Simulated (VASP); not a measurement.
Calculation: revPBE GGA, VASP's PBE PAW potentials (set 64) (plane waves; VASP).

Input for VASP

POSCAR:
```
NiSb
3.9955990
  0.4999999613  -0.8660253796   0.0000000000
  0.4999999613   0.8660253796   0.0000000000
  0.0000000000   0.0000000000   1.3023300806
Ni Sb
2 2
Direct
  0.0000000000   0.0000000000   0.5000000000
  0.0000000000   0.0000000000   0.0000000000
  0.3333330000   0.6666670000   0.2500000000
  0.6666670000   0.3333330000   0.7500000000
```

File KPOINTS:
```
Automatic
0
G
 10 10 7
```

**INCAR**
```
ALGO=Normal
EDIFF=1E-7
ENCUT=520
GGA=RE
ISIF=2
ISMEAR=-5
LASPH=.TRUE.
LCHARG=.TRUE.
LEFG=.TRUE.
LMAXMIX=4
LORBIT=11
LREAL=.FALSE.
LWAVE=.FALSE.
NEDOS=601
NELM=100
PREC=Accurate
SYSTEM=NiSb
```

POTCAR, in this order: Ni Sb (PBE.64 set). Program: vasp_std.

The run wrote:

File OUTCAR:
```
 ion  position               nearest neighbor table
   1  0.000  0.000  0.500-   2 2.60   2 2.60   4 2.65   3 2.65   4 2.65   3 2.65   4 2.65   3 2.65
  LATTYP: Found a hexagonal cell.
 ALAT       =     3.9955988390
 C/A-ratio  =     1.3023301331
 Subroutine PRICEL returns:
 Original cell was already a primitive cell.
 Subroutine GETGRP returns: Found 24 space group operations
The static configuration has the point symmetry D_3d.
 The point group associated with its full space group is D_6h.
The dynamic configuration has the point symmetry D_3d.
 Subroutine INISYM returns: Found 24 space group operations
 Subroutine IBZKPT returns following result:
 Found     56 irreducible k-points:

 Following reciprocal coordinates:
            Coordinates               Weight
  0.000000  0.000000  0.000000      1.000000
  0.100000  0.000000  0.000000      6.000000
  0.200000  0.000000  0.000000      6.000000
  0.300000 -0.000000  0.000000      6.000000
  0.400000 -0.000000  0.000000      6.000000
  0.500000 -0.000000  0.000000      3.000000
  0.100000  0.100000  0.000000      6.000000
  0.200000  0.100000  0.000000     12.000000
  0.300000  0.100000  0.000000     12.000000
  0.400000  0.100000  0.000000     12.000000
  0.200000  0.200000  0.000000      6.000000
  0.300000  0.200000  0.000000     12.000000
  0.400000  0.200000  0.000000      6.000000
  0.300000  0.300000  0.000000      6.000000
  0.000000  0.000000  0.142857      2.000000
  0.100000  0.000000  0.142857     12.000000
  0.200000  0.000000  0.142857     12.000000
  0.300000 -0.000000  0.142857     12.000000
  0.400000 -0.000000  0.142857     12.000000
  0.500000 -0.000000  0.142857      6.000000
  0.100000  0.100000  0.142857     12.000000
  0.200000  0.100000  0.142857     24.000000
  0.300000  0.100000  0.142857     24.000000
...
```

File OSZICAR:
```
       N       E                     dE             d eps       ncg     rms          rms(c)
DAV:   1     0.168704129639E+03    0.16870E+03   -0.12552E+04  2128   0.161E+03
DAV:   2    -0.107940109348E+02   -0.17950E+03   -0.17487E+03  2140   0.319E+02
DAV:   3    -0.198284341750E+02   -0.90344E+01   -0.86946E+01  2448   0.880E+01
DAV:   4    -0.200941110334E+02   -0.26568E+00   -0.26392E+00  2409   0.140E+01
DAV:   5    -0.201028422890E+02   -0.87313E-02   -0.87196E-02  2670   0.270E+00    0.127E+01
DAV:   6    -0.229581741747E+02   -0.28553E+01   -0.34629E+01  2338   0.106E+02    0.178E+01
DAV:   7    -0.187983863291E+02    0.41598E+01   -0.12735E+01  2333   0.746E+01    0.375E+00
DAV:   8    -0.188616586533E+02   -0.63272E-01   -0.15826E+00  2952   0.115E+01    0.263E+00
DAV:   9    -0.188063412543E+02    0.55317E-01   -0.26205E-01  2402   0.857E+00    0.617E-01
DAV:  10    -0.188069828866E+02   -0.64163E-03   -0.74969E-03  2301   0.851E-01    0.480E-01
DAV:  11    -0.188068270537E+02    0.15583E-03   -0.78100E-04  2485   0.231E-01    0.131E-01
DAV:  12    -0.188067411412E+02    0.85913E-04   -0.57798E-04  3037   0.383E-01    0.416E-02
DAV:  13    -0.188067500315E+02   -0.88903E-05   -0.70734E-05  2426   0.774E-02    0.239E-02
DAV:  14    -0.188067456184E+02    0.44131E-05   -0.25237E-06  3080   0.208E-02    0.785E-03
DAV:  15    -0.188067455838E+02    0.34581E-07   -0.51223E-07  2193   0.571E-03
   1 F= -.18806746E+02 E0= -.18806746E+02  d E =0.000000E+00
```

**OUTCAR**
```
------------------------ aborting loop because EDIFF is reached ----------------------------------------
  FORCE on cell =-STRESS in cart. coord.  units (eV):
  Direction    XX          YY          ZZ          XY          YZ          ZX
  --------------------------------------------------------------------------------------
  Total       -0.0878946     -0.0878946     -0.1074308      0.0000000     -0.0000000      0.0000000
  in kB       -1.9573808     -1.9573810     -2.3924444      0.0000000     -0.0000000      0.0000000
  external PRESSURE =      -2.1024021 kB  Pullay stress =       0.0000000 kB
  volume of cell :       71.94
      direct lattice vectors                 reciprocal lattice vectors
     1.997799345 -3.460290141  0.000000000     0.250275385 -0.144496554  0.000000000
     1.997799345  3.460290141  0.000000000     0.250275385  0.144496554  0.000000000
     0.000000000  0.000000000  5.203588768     0.000000000  0.000000000  0.192175063
 POSITION                                       TOTAL-FORCE (eV/Angst)
 -----------------------------------------------------------------------------------
      0.00000      0.00000      2.60179        -0.000000      0.000000     -0.000000
      0.00000      0.00000      0.00000        -0.000000      0.000000     -0.000000
      1.99780      1.15343      1.30090         0.000000      0.000000      0.000000
      1.99780     -1.15343      3.90269        -0.000000     -0.000000      0.000000
 -----------------------------------------------------------------------------------
    total drift:                               -0.000000      0.000000      0.000000
  FREE ENERGIE OF THE ION-ELECTRON SYSTEM (eV)
  ---------------------------------------------------
  free  energy   TOTEN  =       -18.8067455838 eV

  energy  without entropy=      -18.8067455838  energy(sigma->0) =      -18.80674558

 total charge

# of ion       s       p       d       tot
------------------------------------------
    1        0.430   0.440   8.435   9.306
    2        0.430   0.440   8.435   9.306
    3        1.133   1.191   0.067   2.392
    4        1.133   1.191   0.067   2.392
--------------------------------------------------
tot          3.127   3.263  17.005  23.396

 Electric field gradients after diagonalization (V/A^2)
 (convention: |V_zz| > |V_xx| > |V_yy|)
----------------------------------------------------------------------
 ion       V_xx      V_yy      V_zz     asymmetry (V_yy - V_xx)/ V_zz
----------------------------------------------------------------------
   1       9.880     9.870   -19.750       0.000
   2       9.880     9.870   -19.750       0.000
   3     -37.731   -37.731    75.461       0.000
   4     -37.731   -37.731    75.461       0.000
```
(Selected blocks of OUTCAR.)

OUTCAR:
```
 val. band max:        9.4379877941   @ k =   0.1000   0.1000   0.4286

 cond. band min:       9.3128970326   @ k =   0.4000  -0.0000   0.1429


 Fermi energy:         9.4102311462

 k-point     1 :       0.0000    0.0000    0.0000
  band No.  band energies     occupation
      1      -3.1617      2.00000
      2       1.0924      2.00000
      3       3.4790      2.00000
      4       5.7269      2.00000
      5       5.7269      2.00000
      6       6.4784      2.00000
      7       7.0333      2.00000
      8       7.0333      2.00000
      9       7.4545      2.00000
     10       7.4545      2.00000
     11       8.1812      2.00000
     12       8.1812      2.00000
     13       9.3909      2.00000
     14       9.9790     -0.80305
     15       9.9790      0.00000
     16      11.7637      0.00000
     17      11.7637      0.00000
     18      12.5061      0.00000
     19      13.2385      0.00000

 k-point     2 :       0.1000    0.0000    0.0000
  band No.  band energies     occupation
      1      -3.0421      2.00000
      2       1.0863      2.00000
      3       3.6142      2.00000
      4       5.6979      2.00000
      5       5.7516      2.00000
      6       6.4292      2.00000
      7       6.9403      2.00000
      8       6.9842      2.00000
      9       7.3840      2.00000
     10       7.4761      2.00000
     11       8.1743      2.00000
     12       8.1818      2.00000
     13       9.1187      2.00000
     14       9.3547      1.61059
     15       9.5683      0.14427
     16      11.2056      0.00000
     17      12.1324      0.00000
     18      13.0499      0.00000
     19      13.5601      0.00000

 k-point     3 :       0.2000    0.0000    0.0000
  band No.  band energies     occupation
      1      -2.6888      2.00000
      2       1.0365      2.00000
      3       4.0130      2.00000
      4       5.4766      2.00000
      5       5.8234      2.00000
      6       6.2005      2.00000
      7       6.7440      2.00000
...
```

For a metal the tetrahedron method with Blöchl corrections gives inexact stress and forces. Unless said otherwise, spin-orbit coupling is left out, though it shifts the bands of the heavy elements here.

The compound is NiSb in the NiAs type structure. It was relaxed first. The run is not spin-polarised, so no magnetic state was tried.
